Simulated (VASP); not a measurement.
Calculation: LDA (Ceperley-Alder, Perdew-Zunger), VASP's LDA PAW potentials (set 64) (plane waves; VASP).

VASP ran on this input.

### POSCAR
```
In2Se3
1
    3.9219084116    -0.0001678368     0.0011388108
    1.9592247345     3.3975742531     0.0016789368
    0.0182854591     0.0301752595     9.1186605163
In Se
2 3
Direct
  0.3330584386   0.3335303017   0.8004897795
  0.6669415614   0.6664696983   0.1995102205
  0.0000000000   0.0000000000   0.0000000000
  0.3333710542   0.3313909220   0.3462682770
  0.6666289458   0.6686090780   0.6537317230
```

**KPOINTS**
```
Regular mesh
0
Gamma
 8 8 3
0 0 0
```

**INCAR**
```
SYSTEM = In2Se3
PREC = Accurate; ENCUT = 400; LREAL = F
LASPH = T
EDIFF = 1E-6; NELM = 100; ALGO = Normal
LMAXMIX = 4
ISMEAR = 1; SIGMA = 0.1
IBRION = 2; NSW = 60; ISIF = 3
EDIFFG = -0.02
LWAVE = F; LCHARG = F
```

POTCAR, in this order: In_d Se (LDA.64 set). Program: vasp_std.

Output

OSZICAR:
```
       N       E                     dE             d eps       ncg     rms          rms(c)
DAV:   1     0.357128523318E+03    0.35713E+03   -0.17663E+04  5096   0.159E+03
DAV:   2     0.233949668323E+02   -0.33373E+03   -0.32806E+03  5208   0.393E+02
DAV:   3    -0.200591565826E+02   -0.43454E+02   -0.42217E+02  6638   0.154E+02
DAV:   4    -0.219134917316E+02   -0.18543E+01   -0.18468E+01  6092   0.314E+01
DAV:   5    -0.219709899388E+02   -0.57498E-01   -0.57473E-01  7546   0.563E+00    0.809E+00
DAV:   6    -0.213173826824E+02    0.65361E+00   -0.15153E+00  7020   0.231E+01    0.484E+00
DAV:   7    -0.212725473562E+02    0.44835E-01   -0.58420E-01  7614   0.613E+00    0.120E+00
DAV:   8    -0.212658841869E+02    0.66632E-02   -0.59700E-02  7772   0.303E+00    0.772E-01
DAV:   9    -0.212649296453E+02    0.95454E-03   -0.48995E-03  6502   0.471E-01    0.190E-01
DAV:  10    -0.212649200382E+02    0.96071E-05   -0.48065E-04  8166   0.185E-01    0.827E-02
DAV:  11    -0.212649160424E+02    0.39958E-05   -0.11066E-04  8086   0.894E-02    0.126E-02
DAV:  12    -0.212649159248E+02    0.11761E-06   -0.12357E-05  5708   0.268E-02    0.852E-03
DAV:  13    -0.212649160426E+02   -0.11780E-06   -0.19369E-06  3482   0.176E-02
   1 F= -.21264916E+02 E0= -.21264803E+02  d E =-.212649E+02
       N       E                     dE             d eps       ncg     rms          rms(c)
DAV:   1    -0.212655899521E+02   -0.67403E-03   -0.11837E-01  5840   0.216E+00    0.205E-01
DAV:   2    -0.212656596936E+02   -0.69742E-04   -0.57190E-03  7284   0.747E-01    0.871E-02
DAV:   3    -0.212655250255E+02    0.13467E-03   -0.30505E-04  7880   0.169E-01    0.533E-02
DAV:   4    -0.212654785865E+02    0.46439E-04   -0.62936E-05  8012   0.117E-01    0.189E-02
DAV:   5    -0.212654751993E+02    0.33872E-05   -0.22068E-05  7808   0.443E-02    0.111E-02
DAV:   6    -0.212654751173E+02    0.82031E-07   -0.17882E-06  3396   0.137E-02
   2 F= -.21265475E+02 E0= -.21265426E+02  d E =-.559075E-03
       N       E                     dE             d eps       ncg     rms          rms(c)
DAV:   1    -0.212655640089E+02   -0.88810E-04   -0.26666E-02  5824   0.103E+00    0.973E-02
DAV:   2    -0.212655803823E+02   -0.16373E-04   -0.12865E-03  7292   0.351E-01    0.411E-02
DAV:   3    -0.212655496687E+02    0.30714E-04   -0.65908E-05  7824   0.794E-02    0.252E-02
DAV:   4    -0.212655391238E+02    0.10545E-04   -0.14665E-05  7858   0.564E-02    0.897E-03
DAV:   5    -0.212655383517E+02    0.77218E-06   -0.41596E-06  4754   0.207E-02
   3 F= -.21265538E+02 E0= -.21265516E+02  d E =-.622309E-03
       N       E                     dE             d eps       ncg     rms          rms(c)
DAV:   1    -0.212701984549E+02   -0.46593E-02   -0.16896E-01  6148   0.580E+00    0.425E-01
DAV:   2    -0.212666279413E+02    0.35705E-02   -0.13117E-02  6942   0.190E+00    0.167E-01
DAV:   3    -0.212658242172E+02    0.80372E-03   -0.26757E-03  6578   0.834E-01    0.638E-02
DAV:   4    -0.212658099552E+02    0.14262E-04   -0.26308E-04  5864   0.135E-01    0.410E-02
DAV:   5    -0.212657972697E+02    0.12685E-04   -0.27562E-05  7786   0.700E-02    0.211E-02
DAV:   6    -0.212657967760E+02    0.49366E-06   -0.63516E-06  6856   0.286E-02
   4 F= -.21265797E+02 E0= -.21265822E+02  d E =-.258424E-03
       N       E                     dE             d eps       ncg     rms          rms(c)
DAV:   1    -0.212658156321E+02   -0.18362E-04   -0.60255E-04  6176   0.342E-01    0.270E-02
DAV:   2    -0.212658031138E+02    0.12518E-04   -0.46825E-05  6960   0.114E-01    0.108E-02
DAV:   3    -0.212658003142E+02    0.27996E-05   -0.89400E-06  5216   0.492E-02    0.323E-03
DAV:   4    -0.212658002828E+02    0.31454E-07   -0.12458E-06  3124   0.960E-03
   5 F= -.21265800E+02 E0= -.21265823E+02  d E =-.261931E-03
       N       E                     dE             d eps       ncg     rms          rms(c)
DAV:   1    -0.212658881096E+02   -0.87795E-04   -0.25215E-02  5586   0.997E-01    0.635E-02
DAV:   2    -0.212659407620E+02   -0.52652E-04   -0.10888E-03  6620   0.268E-01    0.274E-02
DAV:   3    -0.212659290507E+02    0.11711E-04   -0.50176E-05  7902   0.809E-02    0.189E-02
DAV:   4    -0.212659239026E+02    0.51481E-05   -0.11356E-05  7016   0.431E-02    0.647E-03
DAV:   5    -0.212659235667E+02    0.33589E-06   -0.17720E-06  3182   0.138E-02
   6 F= -.21265924E+02 E0= -.21265955E+02  d E =-.123284E-03
       N       E                     dE             d eps       ncg     rms          rms(c)
DAV:   1    -0.212659271602E+02   -0.32575E-05   -0.22750E-01  5660   0.301E+00    0.187E-01
DAV:   2    -0.212663561451E+02   -0.42898E-03   -0.94024E-03  6692   0.795E-01    0.801E-02
DAV:   3    -0.212662484301E+02    0.10771E-03   -0.43459E-04  7874   0.240E-01    0.542E-02
DAV:   4    -0.212662038324E+02    0.44598E-04   -0.99326E-05  7516   0.124E-01    0.199E-02
DAV:   5    -0.212662012753E+02    0.25570E-05   -0.19974E-05  7864   0.405E-02    0.112E-02
DAV:   6    -0.212662010808E+02    0.19451E-06   -0.24838E-06  4112   0.138E-02
   7 F= -.21266201E+02 E0= -.21266256E+02  d E =-.400798E-03
       N       E                     dE             d eps       ncg     rms          rms(c)
DAV:   1    -0.212656956355E+02    0.50564E-03   -0.91792E-01  5898   0.607E+00    0.352E-01
DAV:   2    -0.212669117100E+02   -0.12161E-02   -0.33226E-02  6644   0.155E+00    0.155E-01
DAV:   3    -0.212664662386E+02    0.44547E-03   -0.15957E-03  7814   0.477E-01    0.981E-02
DAV:   4    -0.212663057555E+02    0.16048E-03   -0.37842E-04  7592   0.223E-01    0.374E-02
DAV:   5    -0.212662966459E+02    0.91096E-05   -0.68997E-05  7854   0.763E-02    0.207E-02
DAV:   6    -0.212662961336E+02    0.51228E-06   -0.97675E-06  6440   0.256E-02
   8 F= -.21266296E+02 E0= -.21266387E+02  d E =-.495851E-03
       N       E                     dE             d eps       ncg     rms          rms(c)
DAV:   1    -0.212661535878E+02    0.14306E-03   -0.82047E-02  5350   0.178E+00    0.125E-01
DAV:   2    -0.212663855835E+02   -0.23200E-03   -0.40593E-03  6402   0.505E-01    0.524E-02
DAV:   3    -0.212663487900E+02    0.36793E-04   -0.18493E-04  7934   0.150E-01    0.387E-02
DAV:   4    -0.212663300123E+02    0.18778E-04   -0.41114E-05  7142   0.883E-02    0.129E-02
DAV:   5    -0.212663289145E+02    0.10978E-05   -0.84742E-06  7028   0.258E-02    0.692E-03
DAV:   6    -0.212663287719E+02    0.14262E-06   -0.95902E-07  2794   0.920E-03
   9 F= -.21266329E+02 E0= -.21266411E+02  d E =-.528489E-03
       N       E                     dE             d eps       ncg     rms          rms(c)
DAV:   1    -0.212664099690E+02   -0.81054E-04   -0.38336E-02  5888   0.134E+00    0.126E-01
DAV:   2    -0.212664501767E+02   -0.40208E-04   -0.23724E-03  5902   0.443E-01    0.478E-02
DAV:   3    -0.212663988228E+02    0.51354E-04   -0.12329E-04  7254   0.117E-01    0.280E-02
DAV:   4    -0.212663840083E+02    0.14815E-04   -0.37752E-05  7034   0.631E-02    0.115E-02
DAV:   5    -0.212663829779E+02    0.10304E-05   -0.67974E-06  6462   0.266E-02    0.503E-03
DAV:   6    -0.212663828835E+02    0.94437E-07   -0.97900E-07  2998   0.953E-03
  10 F= -.21266383E+02 E0= -.21266467E+02  d E =-.541116E-04
```

File OUTCAR:
```
------------------------ aborting loop because EDIFF is reached ----------------------------------------
  FORCE on cell =-STRESS in cart. coord.  units (eV):
  Direction    XX          YY          ZZ          XY          YZ          ZX
  --------------------------------------------------------------------------------------
  Total        0.0536221      0.0741530      0.0703130     -0.0064153      0.0129599      0.0088493
  in kB        0.7039940      0.9735404      0.9231253     -0.0842257      0.1701482      0.1161803
  external PRESSURE =       0.8668866 kB  Pullay stress =       0.0000000 kB
  volume of cell :      122.04
      direct lattice vectors                 reciprocal lattice vectors
     3.918585808  0.001916048 -0.004094535     0.255266242 -0.147438243  0.000042957
     1.959371767  3.392343453 -0.007235578    -0.000144620  0.294864101 -0.000423380
     0.006071982  0.013188170  9.182855202     0.000113706  0.000166595  0.108898277
 POSITION                                       TOTAL-FORCE (eV/Angst)
 -----------------------------------------------------------------------------------
      1.96718      1.14673      7.35313        -0.005231     -0.005906      0.000572
      3.91685      2.26072      1.81840         0.005231      0.005906     -0.000572
      1.96544      3.40553      9.17562        -0.000000      0.000000      0.000000
      1.95977      1.13221      3.15562        -0.001473     -0.000672      0.002998
      3.92426      2.27523      6.01590         0.001473      0.000672     -0.002998
 -----------------------------------------------------------------------------------
    total drift:                                0.000000      0.000000      0.000000
  FREE ENERGIE OF THE ION-ELECTRON SYSTEM (eV)
  ---------------------------------------------------
  free  energy   TOTEN  =       -21.2663828835 eV

  energy  without entropy=      -21.2666346541  energy(sigma->0) =      -21.26646681

 reached required accuracy - stopping structural energy minimisation
```
(Selected blocks of OUTCAR.)

File CONTCAR:
```
In2Se3
   1.00000000000000
     3.9185858079013705    0.0019160478065606   -0.0040945345910002
     1.9593717667910722    3.3923434531837984   -0.0072355781035982
     0.0060719817331923    0.0131881704338511    9.1828552022205567
  In              Se
     2     3
Direct
     0.3334004946759648    0.3347303930719261    0.8011576571243441
     0.6665995053240351    0.6652696069280739    0.1988423428756560
     0.0000000000000000    1.0000000000000000    1.0000000000000000
     0.3334676329669078    0.3322298800699341    0.3440535027141498
     0.6665323670330922    0.6677701199300657    0.6559464972858501
```

The structure comes from a computed database's In2Se3 entry; how it stands against other phases isn't given here. This run relaxes it. Symmetry was kept, so distortions that lower it aren't found. The start is the result of an earlier pass.
